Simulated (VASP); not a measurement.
Method: PBEsol GGA, VASP's PBE PAW potentials (set 64) (plane waves; VASP). For the first row: Settings: 520 eV cut-off, 12×12×12 Γ-centred mesh, tetrahedra with Blöchl corrections, potentials Li_sv Al.

| system | energy (eV/atom) |
|---|---|
| LiAl$_{3}$ (space group I4/mmm) | -3.6352 |
| Li (bcc) | -1.9645 |
| Al (fcc) | -4.0979 |

The references are the elements' solids at the same level; no temperature or zero-point terms are added.

### Question
What is the formation energy per atom of LiAl3?

### Answer
The references average (1×(-1.9645) + 3×(-4.0979))/4 = -3.5646 eV, so the formation energy is -3.6352 − (-3.5646) = -0.071 eV/atom.
